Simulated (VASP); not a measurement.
Method: revTPSS meta-GGA, VASP's PBE PAW potentials (set 64) (plane waves; VASP).

VASP input:

**KPOINTS**
```
Automatic mesh
0
Gamma
6 6 6
0 0 0
```

POSCAR:
```
CsBr
1
    4.2900000000     0.0000000000     0.0000000000
    0.0000000000     4.2900000000     0.0000000000
    0.0000000000     0.0000000000     4.2900000000
Cs Br
1 1
Direct
  0.0000000000   0.0000000000   0.0000000000
  0.5000000000   0.5000000000   0.5000000000
```

INCAR:
```
SYSTEM=CsBr
PREC=Accurate; ENCUT=520; LREAL=.FALSE.
LASPH=.TRUE.
EDIFF=1E-6; NELM=100; ALGO=Normal
LMAXMIX=4; LMIXTAU=.TRUE.
ISMEAR=0; SIGMA=0.05
METAGGA=RTPSS
IBRION=2; NSW=60; ISIF=3
EDIFFG=-0.01
LWAVE=.FALSE.; LCHARG=.FALSE.
```

POTCAR, in this order: Cs_sv Br (PBE.64 set). Program: vasp_std.

Energy and stress use the plane-wave basis of the starting cell. Unless said otherwise, spin-orbit coupling is left out, though it shifts the bands of the heavy elements here.

Estimate the energy per atom (σ→0), volume per atom, band gap (on the k-mesh).

```
Property                          Result
------------------------  --------------
energy per atom (σ→0)     11661 meV/atom
band gap (on the k-mesh)         4.73 eV
volume per atom           40.75 Å^3/atom
```

### OSZICAR
```
...
DAV:   5     0.233227727398E+02   -0.21953E-03   -0.16783E-03   488   0.334E-01    0.301E-02
DAV:   6     0.233224468195E+02   -0.32592E-03   -0.11161E-04   484   0.940E-02    0.165E-02
DAV:   7     0.233223749432E+02   -0.71876E-04   -0.13115E-04   532   0.851E-02    0.731E-03
DAV:   8     0.233223769007E+02    0.19575E-05   -0.16502E-05   500   0.333E-02    0.309E-03
DAV:   9     0.233223758764E+02   -0.10243E-05   -0.11114E-06   344   0.129E-02    0.196E-03
DAV:  10     0.233223734356E+02   -0.24408E-05   -0.19338E-06   304   0.114E-02    0.249E-04
DAV:  11     0.233223733397E+02   -0.95946E-07   -0.17500E-07   256   0.475E-03
   3 F= 0.23322373E+02 E0= 0.23322373E+02  d E =-.313236E-02
```

The compound is CsBr in the CsCl type structure. This run relaxes it. Symmetry was kept, so distortions that lower it aren't found.
